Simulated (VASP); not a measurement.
Consider the following.

```xyz
3
Lattice="0.0000 2.2983 2.2983 2.2983 0.0000 2.2983 2.2983 2.2983 0.0000" Properties=species:S:1:pos:R:3 pbc="T T T"
Zr     0.0000     0.0000     0.0000
H      3.4475     3.4475     3.4475
H      1.1492     1.1492     1.1492
```

These are r2SCAN meta-GGA, VASP's PBE PAW potentials (set 64) (plane waves; VASP 6.6.1) values and carry that method's errors. Numerical set-up: 480 eV cut-off, 10×10×10 Γ-centred mesh, first-order Methfessel-Paxton smearing of 0.10 eV, potentials Zr_sv H.

Problem. Give the stress tensor in GPa (positive for a compressed cell).

Solution. 
```
23.00   0.00   0.00
 0.00  23.00   0.00
 0.00   0.00  23.00
```
The pressure is its mean diagonal, 23.00 GPa.

The structure comes from a computed database's ZrH2 entry (Fm-3m); how it stands against other phases isn't given here. This cell was strained or had an atom moved on purpose.
